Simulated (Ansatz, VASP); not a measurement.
# Ge (Germanium) in two plane-wave programs

Aim: how closely do two programs agree when they are given the same cell, functional and k mesh? The cell is taken from a series of runs on this material, whose earlier steps may have relaxed, scaled, displaced or heated it; both programs get it as it stands.

Calculated with Ansatz 0.2.0; plane waves, with VASP 6.6.1 beside it; zone-centre phonons at LDA.

## (1) The starting structure

It takes space group R-3m (No. 166, trigonal). Conventional cell: a = 3.895 Å, b = 3.895 Å, c = 9.816 Å, α = 90.00°, β = 90.00°, γ = 120.00°. Ge has 4 Ge at 2.40 to 2.43 Å nearest.

## (2) VASP: zone-centre phonons, LDA

Second derivatives magnify differences that forces hide, and they need a tight electronic threshold.

Lines of VASP's logs that name or quote its potential files are left out, and so is its time.

Input file INCAR:

```
SYSTEM = Ge
PREC = Accurate
ENCUT = 500
EDIFF = 1E-08
NELM = 120
ISMEAR = 1
SIGMA = 0.2
LREAL = .FALSE.
ALGO = Normal
GGA = CA
NBANDS = 20
LORBIT = 11
LWAVE = .FALSE.
LCHARG = .FALSE.
ISIF = 2
IBRION = 8
LASPH = .TRUE.
GGA_COMPAT = .FALSE.
KPAR = 2
```

Input file POSCAR:

```
Ge
1.0
    0.0526649585      2.8071620749      2.8071620749
    2.8071620749      0.0526649585      2.8071620749
    2.8071620749      2.8071620749      0.0526649585
Ge
2
Direct
    0.5012964630      0.5012964630      0.5012964630
    0.7487035370      0.7487035370      0.7487035370
```

Input file KPOINTS:

```
Automatic mesh
0
Gamma
16 16 16
0 0 0
```

Potentials, in the order of the species: Ge_d (LDA family, release 64).

On the command line:

```bash
mpirun -np 2 vasp_std
```

Numbers of over 12 decimals in the logs are rounded to 6 here.

The program printed:

```text
[banner, memory and clock lines left out]
running    2 mpi-ranks, on    1 nodes
 distrk:  each k-point on    1 cores,    2 groups
 distr:  one band on    1 cores,    1 groups

 POSCAR found type information on POSCAR Ge
 POSCAR found :  1 types and       2 ions
 LDA part: xc-table for (Slater(with rela. corr.)+CA(PZ))
 , standard interpolation
 POSCAR, INCAR and KPOINTS ok, starting setup
 FFT: planning ... GRIDC
 FFT: planning ... GRID_SOFT
 FFT: planning ... GRID
 WAVECAR not read
 entering main loop
       N       E                     dE             d eps       ncg     rms          rms(c)
DAV:   1     0.181825917045E+03    0.18183E+03   -0.14723E+04 17996   0.375E+03
DAV:   2     0.145522718315E+02   -0.16727E+03   -0.16274E+03 16708   0.581E+02
DAV:   3    -0.979420025247E+01   -0.24346E+02   -0.24158E+02 18712   0.143E+02
DAV:   4    -0.105562317840E+02   -0.76203E+00   -0.76146E+00 18828   0.297E+01
DAV:   5    -0.105683760572E+02   -0.12144E-01   -0.12144E-01 18708   0.405E+00    0.352E+00
DAV:   6    -0.104346679605E+02    0.13371E+00   -0.43981E-02 18444   0.167E+00    0.201E+00
DAV:   7    -0.103688167120E+02    0.65851E-01   -0.87166E-02 18264   0.216E+00    0.147E-01
DAV:   8    -0.103695307351E+02   -0.71402E-03   -0.63308E-03 18784   0.857E-01    0.468E-02
DAV:   9    -0.103695519863E+02   -0.21251E-04   -0.12532E-04 19568   0.122E-01    0.179E-02
DAV:  10    -0.103695494709E+02    0.25154E-05   -0.12413E-05 22708   0.483E-02    0.457E-03
DAV:  11    -0.103695492543E+02    0.21658E-06   -0.17713E-06 18180   0.979E-03    0.109E-03
DAV:  12    -0.103695492275E+02    0.26831E-07   -0.15026E-07 22084   0.427E-03    0.617E-04
DAV:  13    -0.103695492256E+02    0.18817E-08   -0.11578E-08 12444   0.146E-03
   1 F= -.10369549E+02 E0= -.10369611E+02  d E =0.185068E-03
 Linear response reoptimize wavefunctions to high precision
DAV:   1    -0.103695492259E+02   -0.28558E-09   -0.21210E-09 13744   0.536E-04
DAV:   2    -0.103695492259E+02   -0.19099E-10   -0.24399E-10  9960   0.194E-04
 Linear response DOF=           1
 Linear response progress:
  Degree of freedom:   1/  1
       N       E                     dE             d eps       ncg     rms          rms(c)
RMM:   1    -0.187866499324E+00   -0.18787E+00    0.87368E+00 53072   0.454E+01
RMM:   2    -0.195452254892E+00   -0.75858E-02   -0.14313E-02 71101   0.116E+00    0.790E-02
RMM:   3    -0.195541476922E+00   -0.89222E-04   -0.10010E-03 75847   0.326E-01    0.455E-02
RMM:   4    -0.195513878438E+00    0.27598E-04   -0.65328E-05 80623   0.827E-02    0.482E-03
RMM:   5    -0.195520994482E+00   -0.71160E-05   -0.64268E-06 77321   0.187E-02    0.248E-03
RMM:   6    -0.195530798392E+00   -0.98039E-05   -0.39394E-07 78842   0.515E-03    0.344E-04
RMM:   7    -0.195530322115E+00    0.47628E-06   -0.16612E-07 80820   0.159E-03    0.187E-04
RMM:   8    -0.195529770354E+00    0.55176E-06   -0.36581E-08 81226   0.559E-04    0.389E-05
RMM:   9    -0.195529581834E+00    0.18852E-06   -0.10023E-08 77436   0.254E-04    0.146E-05
RMM:  10    -0.195529655992E+00   -0.74159E-07   -0.64684E-09 82015   0.121E-04    0.614E-06
RMM:  11    -0.195529673110E+00   -0.17117E-07   -0.32437E-08 84759   0.686E-05    0.276E-06
RMM:  12    -0.195529697356E+00   -0.24246E-07   -0.22619E-08 90568   0.467E-05    0.769E-07
RMM:  13    -0.195529699366E+00   -0.20099E-08   -0.11839E-08107507   0.365E-05    0.319E-07
 first order change of Fermi-energy   0.85556E+00
 force on displaced ion       1 direction 1 : -12.196   0.099   0.099
 Linear response finished
```

OUTCAR, selected parts (step 2):

```text
ion  position               nearest neighbor table
   1  0.501  0.501  0.501-   2 2.40   2 2.40   2 2.40   2 2.43
   2  0.749  0.749  0.749-   1 2.40   1 2.40   1 2.40   1 2.43

  LATTYP: Found a trigonal (rhomboedric) cell.
 ALAT       =     3.9702759888
 COS(alpha) =     0.5186696468

 Subroutine GETGRP returns: Found 12 space group operations
 (whereof  6 operations were pure point group operations)

The static configuration has the point symmetry C_3v.
 The point group associated with its full space group is D_3d.

 Found    417 irreducible k-points:

   k-points           NKPTS =    417   k-points in BZ     NKDIM =    417   number of bands    NBANDS=     20

   dimension x,y,z NGX =    30 NGY =   30 NGZ =   30
   dimension x,y,z NGXF=    60 NGYF=   60 NGZF=   60

   ENCUT  =  500.0 eV  36.75 Ry    6.06 a.u.   7.24  7.24  7.24*2*pi/ulx,y,z

   NELECT =      28.0000    total number of electrons

 k-points in reciprocal lattice and weights: Automatic mesh
   0.00000000  0.00000000  0.00000000       0.000
   0.06250000  0.00000000  0.00000000       0.001
   0.12500000  0.00000000  0.00000000       0.001
   0.18750000  0.00000000  0.00000000       0.001
   0.25000000  0.00000000  0.00000000       0.001
   0.31250000  0.00000000 -0.00000000       0.001
   0.37500000  0.00000000  0.00000000       0.001
   0.43750000  0.00000000  0.00000000       0.001
   0.50000000  0.00000000  0.00000000       0.001
[...]
-0.43750000  0.50000000  0.43750000       0.001
   0.50000000  0.50000000  0.50000000       0.000

 average (electrostatic) potential at core
       1 -74.9483       2 -74.9483

  Total        0.7153677      0.7153677      0.7153677     -0.3442131     -0.3442131     -0.3442131
  in kB       26.6564862     26.6564862     26.6564862    -12.8262867    -12.8262867    -12.8262867
  external PRESSURE =      26.6564862 kB  Pullay stress =       0.0000000 kB

  energy-cutoff  :      500.00
  volume of cell :       43.00
      direct lattice vectors                 reciprocal lattice vectors
     0.052664958  2.807162075  2.807162075    -0.183208267  0.179834407  0.179834407
     2.807162075  0.052664958  2.807162075     0.179834407 -0.183208267  0.179834407
     2.807162075  2.807162075  0.052664958     0.179834407  0.179834407 -0.183208267

 POSITION                                       TOTAL-FORCE (eV/Angst)
 -----------------------------------------------------------------------------------
      2.84084      2.84084      2.84084         0.000492      0.000492      0.000492
      4.24289      4.24289      4.24289        -0.000492     -0.000492     -0.000492
 -----------------------------------------------------------------------------------
    total drift:                               -0.000000     -0.000000      0.000000

 Eigenvectors and eigenvalues of the dynamical matrix
 ----------------------------------------------------

   1 f  =    9.097830 THz    57.163352 2PiTHz  303.470945 cm-1    37.625585 meV
             X         Y         Z           dx          dy          dz
      2.840842  2.840842  2.840842    -0.540576    0.094695    0.445881
      4.242895  4.242895  4.242895     0.540576   -0.094695   -0.445881

   2 f  =    9.097830 THz    57.163352 2PiTHz  303.470945 cm-1    37.625585 meV
             X         Y         Z           dx          dy          dz
      2.840842  2.840842  2.840842    -0.202757    0.569532   -0.366774
      4.242895  4.242895  4.242895     0.202757   -0.569532    0.366774

   3 f  =    8.986938 THz    56.466596 2PiTHz  299.771982 cm-1    37.166972 meV
             X         Y         Z           dx          dy          dz
      2.840842  2.840842  2.840842    -0.408248   -0.408248   -0.408248
      4.242895  4.242895  4.242895     0.408248    0.408248    0.408248

   4 f  =    0.000000 THz     0.000001 2PiTHz    0.000003 cm-1     0.000000 meV
             X         Y         Z           dx          dy          dz
      2.840842  2.840842  2.840842     0.682770   -0.183608   -0.010653
      4.242895  4.242895  4.242895     0.682770   -0.183608   -0.010653

   5 f/i=    0.000000 THz     0.000001 2PiTHz    0.000003 cm-1     0.000000 meV
             X         Y         Z           dx          dy          dz
      2.840842  2.840842  2.840842     0.179245    0.673484   -0.119543
      4.242895  4.242895  4.242895     0.179245    0.673484   -0.119543

   6 f/i=    0.000000 THz     0.000001 2PiTHz    0.000004 cm-1     0.000000 meV
             X         Y         Z           dx          dy          dz
      2.840842  2.840842  2.840842    -0.041187   -0.112728   -0.696847
      4.242895  4.242895  4.242895    -0.041187   -0.112728   -0.696847

 ELASTIC MODULI CONTR FROM IONIC RELAXATION (kBar)
 Direction    XX          YY          ZZ          XY          YZ          ZX
 --------------------------------------------------------------------------------
 XX          -1.2430     -1.0197     -1.0197      6.1655     14.8288      6.7697
 YY          -1.0197     -1.2430     -1.0197      6.7697      6.1655     14.8288
 ZZ          -1.0197     -1.0197     -1.2430     14.8288      6.7697      6.1655
 XY           6.1655      6.7697     14.8288   -287.8261     26.4903     26.4903
 YZ          14.8288      6.1655      6.7697     26.4903   -287.8261     26.4903
 ZX           6.7697     14.8288      6.1655     26.4903     26.4903   -287.8261
 --------------------------------------------------------------------------------
```

## (3) Ansatz: zone-centre phonons, LDA

Ansatz runs on its PAW soft_1 files.

The same cell, functional (in two slightly different forms), mesh and smearing now go to Ansatz, which takes its cutoff from its data sets.

Input file input.yaml:

```yaml
crystal:
  lattice:
    - [0.0526649585, 2.8071620749, 2.8071620749]
    - [2.8071620749, 0.0526649585, 2.8071620749]
    - [2.8071620749, 2.8071620749, 0.0526649585]
  atoms:
    - { symbol: Ge, position: [0.501296463, 0.501296463, 0.501296463] }
    - { symbol: Ge, position: [0.748703537, 0.748703537, 0.748703537] }
kpoints:
  mp_grid: { grid: [16, 16, 16] }
hamiltonian:
  xc: lda
  pseudopotentials: { kind: paw, azcp: { folder: soft_1 }, xc_functional: pbe }
scf:
  occupations: { method: methfessel_paxton, width: 0.2 }
output:
  eigenvalues: true
phonons:
  method: dfpt
```

On the command line:

```bash
ansatz run input.yaml --threads 4 --pin off --max-ram 10240MiB --backend cpu --events-out ev --progress --plain --runs-dir out
```

The program printed:

```text
Engine: ansatz 0.2.0, aarch64-unknown-linux-gnu
Pseudopotentials: kind: paw
Pseudopotential: Ge, paw, valence charge 14, recommended cutoff 420 eV (normal), soft_1/Ge.paw.azcp
Functional definition: SPW92
  exchange = slater_x
  correlation = pw_c
Crystal: 2 atoms, lattice volume = 42.997 Å³
Basis set: ecut = 420 eV, 875 PW (Γ), exchange–correlation on 64×64×64 points (8 copies of the dense FFT grid, shifted against one another)
Bands: 18, of which v1, the nominal top of the filled ones, is band 14 counted from 1 (13 counted from 0)
Symmetry: 12 space group operations
k-points: 1098 of 4096 (irreducible under 2 space group operations, time reversal used)
Non-local potential: Ge, projectors of the file, l = 0: 2, l = 1: 2, l = 2: 3, l = 3: 1
PAW form: soft (Blöchl's): semilocal exchange-correlation on the pseudo side does not see the compensation charge
PAW frozen core: Ge, regenerated for the run's functional, and the local potential with it (the file was generated under x = pbe(κ = 0.804, μ = 0.219515), c = pbe(β = 0.066725))
PAW one-centre angular grid: Ge, 590 points (default); XC on 64 Gauss nodes
Initial density: superposition of atomic densities (chi_scale 0.1, normalization cell)
Initial wavefunctions: pseudopotential atomic-orbital guess
Functional: x = slater, c = lda
SCF iter   1: F=—  HF=-8431.582021 eV  |F-HF|=—  |Δ(HF+E_count)|=         —  Δρ=3.72e-2  dr2=5.43e-1  ethr=3.10e-3  ⟨swp⟩=5.1  Hψ=91746  notcnv=0
preconditioner: auto → none  [insulator: Δε(μ)=0.130 eV  Ē_g=23.635 eV  σ=0.200 eV  W_gap=0.52  n_scr=14 (ndim 8)  ℏωp=30.0 eV  f_vac=0.000  D(μ)=0.02/eV (n_scr^D=0)  ε∞_Penn≈2.6]
SCF iter   2: F=—  HF=-8431.449580 eV  |F-HF|=—  |Δ(HF+E_count)|=   1.32e-1  S|Δr|=    0.00e0  Δρ=1.67e-2  dr2=8.58e-2  ethr=1.94e-3  ⟨swp⟩=1.9  Hψ=30563  notcnv=0
SCF iter   3: F=—  HF=-8431.434449 eV  |F-HF|=—  |Δ(HF+E_count)|=   1.51e-2  S|Δr|=    0.00e0  Δρ=2.63e-3  dr2=7.88e-4  ethr=3.06e-4  ⟨swp⟩=2.0  Hψ=24048  notcnv=0
SCF iter   4: F=—  HF=-8431.434492 eV  |F-HF|=—  |Δ(HF+E_count)|=   4.33e-5  S|Δr|=    0.00e0  Δρ=4.50e-4  dr2=7.88e-5  ethr=2.82e-6  ⟨swp⟩=2.0  Hψ=34934  notcnv=0
SCF iter   5: F=—  HF=-8431.434307 eV  |F-HF|=—  |Δ(HF+E_count)|=   1.85e-4  S|Δr|=    0.00e0  Δρ=6.44e-5  dr2=1.25e-6  ethr=2.81e-7  ⟨swp⟩=2.0  Hψ=35148  notcnv=0
SCF iter   6: F=—  HF=-8431.434305 eV  |F-HF|=—  |Δ(HF+E_count)|=   1.75e-6  S|Δr|=    0.00e0  Δρ=2.45e-5  dr2=1.97e-7  ethr=4.46e-9  ⟨swp⟩=2.0  Hψ=35188  notcnv=0
SCF iter   7: F=—  HF=-8431.434305 eV  |F-HF|=—  |Δ(HF+E_count)|=   7.34e-8  S|Δr|=    0.00e0  Δρ=5.50e-6  dr2=5.99e-9  ethr=7.03e-10  ⟨swp⟩=2.5  Hψ=30064  notcnv=0
SCF iter   8: F=—  HF=-8431.434305 eV  |F-HF|=—  |Δ(HF+E_count)|=   6.08e-9  S|Δr|=    0.00e0  Δρ=3.99e-7  dr2=2.79e-11  ethr=2.14e-11  ⟨swp⟩=2.0  Hψ=33381  notcnv=0
SCF iter   9: F=-8431.434305 eV  HF=-8431.434305 eV  |F-HF|=3.64e-12  |Δ(HF+E_count)|=  1.46e-11  S|Δr|=    0.00e0  Δρ=6.11e-8  dr2=8.90e-13  ethr=1.00e-12  ⟨swp⟩=5.2  Hψ=86146  notcnv=0
SCF 1 converged in 9 iterations: F = -8431.434305 eV  dr2 = 8.90e-13
  greatest PAW one-centre occupation: 0.998 electrons in one spin orbital (limit 2), on the Ge atom at site 1 (counted from 0), in its partial waves of l = 2
DFPT response loops at Γ: preconditioner auto → Kerker (q_TF=auto, 2.540 Å⁻¹) (partly filled bands, converged f_vac=0.048); β = 1.00, the filter's whole step (`scf.mixing.beta` (0.50) is not read by the response loops under this deck's `scf.mixing.preconditioner`; to damp them name `kerker` or `kerker_dos`, under which they read `scf.mixing.beta`, and type it under 1.00, their step now; both keys bind the ground state too); Broyden in place of MSR1
SCF converged after 9 iterations
Stability not checked: this state was not tested for a lower state beside it, because cold or Methfessel-Paxton smearing, or corrected tetrahedra, fill the levels in a way that the test cannot read (fill_not_monotonic; see scf.lower_state_search)
Free energy (F): -8431.434305 eV
Harris-Foulkes:  -8431.434305 eV  (|F-HF|=3.64e-12)
Internal energy: -8431.434461 eV  (E = F + TS)
E sigma→0 (E₀):  -8431.434344 eV
Entropy (-TS):   0.000157 eV (0.078 meV/atom)
Fermi energy:    9.012750 eV
Step filling:    the computed levels leave a gap of 0.0065 eV = 0.0 smearing widths at the electron count; against every level under it full and every level over it empty, smearing changes F+E_penalty+E_count by +0.012 meV and its σ→0 estimate by -0.027 meV
--- Per-component energies (eV) ---
  E_band       = -294.355589
  E_kinetic    = 188.110610
  E_local      = -4436.331518  (includes V_loc(G=0)·N_el)
  E_nonlocal   = 442.543785
  E_hartree    = 2117.491240
  E_xc         = -143.655858
  E_vxc        = -132.329875  (∫ρ·V_xc dr)
  E_paw        = -3869.443154  (= ΣΔE_a)
  E_vpaw       = -591.331184  (= ΣTr[D̂ρ^β])
  E_aug_tail   = 0.000032  (compensation charges beyond the density's cutoff)
  E_ewald      = -2733.966252
  E_core_change = 3.816653  (= ΣΔE_core)
  E_smearing   = 0.000157  (= −TS)
  E_closure    = -0.000000  (closes the sum)
  Σ components = -8431.434305   (vs F -8431.434305, Δ=0.00e0)
--- Band table (eV; the first three rows and the last of 1098) ---
  k-point 0: bands = [... 10 lower, -4.2875, 8.7374, 9.0247, 9.0247, 9.1670, 11.3488, 11.5766, 11.5766]
  k-point 1: bands = [... 10 lower, -4.2366, 7.9028, 8.6733, 8.9122, 9.8437, 11.5239, 11.7189, 11.7935]
  k-point 2: bands = [... 10 lower, -4.0849, 6.6311, 8.4164, 8.6451, 9.9827, 11.8193, 12.0551, 12.6108]
  k-point 1097: bands = [... 10 lower, -2.2103, 0.9939, 7.6063, 7.6063, 9.4510, 12.8100, 12.8100, 16.1117]
--- Phonons (Γ-DFPT): 1 representative perturbation + reference, on 1098 of 4096 k-points (Σ response iterations 3) ---
  k mesh reduced under 2 symmetry operations, with k and −k counted as one. Each operation leaves every solved perturbation unchanged. A smaller set is not used because it would not reduce the number of displacements times k-points to solve
  ASR residual: 4.980e-6 → 0.000e0 eV/Å²; symmetrization residual: 2.073e-12 eV/Å²
  ASR residual per site (eV/Å²): 4.98e-6 4.98e-6
  Γ frequencies (cm⁻¹): 0.00 0.00 0.00 298.39 302.09 302.09
  non-analytic LO–TO correction: not included (Born effective charges unavailable; polar crystals: no LO–TO splitting at Γ)
```

## (4) Side by side

Known differences besides the potentials themselves: the two LDA forms differ slightly; the cutoff is 420 eV in Ansatz and 500 eV in VASP; VASP's log shows a relativistic correction to its local exchange, Ansatz's none. Total energies have different zeros and are not compared.

The two programs side by side:

| quantity | Ansatz | VASP | difference |
| --- | --- | --- | --- |
| optical mode 1 (cm⁻¹) | 298.4 | 299.8 | -0.46 % |
| optical mode 2 to 3 (cm⁻¹) | 302.1 | 303.5 | -0.46 % |

Modes are paired by rising frequency, not by their patterns, so a pair may set unlike modes beside each other; they are those without the splitting of longitudinal modes.

## (5) Outcome

```yaml
r_m_s_difference_of_the_optical_zone_centre_modes_each_program_s_sorted_by_frequency_zone_centre_phonons_lda: 1.4 cm⁻¹
```

What this shows: The r.m.s. difference of the optical zone-centre modes, each program's sorted by frequency is 1.4 cm⁻¹ (zone-centre phonons, LDA). Such differences can come from data sets, numerical settings and the points named under the comparisons, not from the functional's error against experiment.

[Lines on the potential files, build, host, timing and source positions are cut from VASP's logs without a mark.]

[Logs are printed without paths, hosts, clocks, repeated set-up lines and the standing remarks that a program may print on its own settings, such as how far it seeks lower states.]

[Hosts, paths, dates, database ids (printed as entryN), source tags and the programs' standing remarks are cut or masked in the printed files.]
